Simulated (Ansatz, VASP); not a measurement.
## BiIr in VASP and in Ansatz

```
CELL_PARAMETERS angstrom
0.00000 3.04885 3.04885
3.04885 0.00000 3.04885
3.04885 3.04885 0.00000
ATOMIC_POSITIONS crystal
Ir 0.00000 0.00000 0.00000
Bi 0.25000 0.25000 0.25000
```

Alike in both runs: task single point; functional r2SCAN; k mesh 10 × 10 × 10; occupations gaussian, width 0.05 eV; no spin polarisation.

|  | VASP | Ansatz |
| --- | --- | --- |
| version | VASP 6.6.1 | Ansatz 0.2.0 |
| potentials or method | VASP PAW PBE potentials, release 64 (Ir, Bi_d) | scalar-relativistic, plane waves, PAW |
| plane-wave cutoff (eV) | 520 | 500 |
| valence electrons in the cell | 24 | 32 |

VASP gave:

```
gap on the k mesh at the Fermi level (eV) : none
pressure (GPa)                            : -0.6
```

Task: What did Ansatz give for the same quantities?

Result: gap on the k mesh at the Fermi level (eV): none; pressure (GPa): -1.0.

A gap of «none» marks a metal or a gap that the smearing closes. The functional is the same, so the differences come from potentials, cutoffs and numerics. The two sets of potentials don't hold the same shells in valence.

Caveats: the PAW data sets were made with another functional, which shifts forces and pressure a little (VASP); spin-orbit coupling is left out, which moves the levels of the heavy elements.
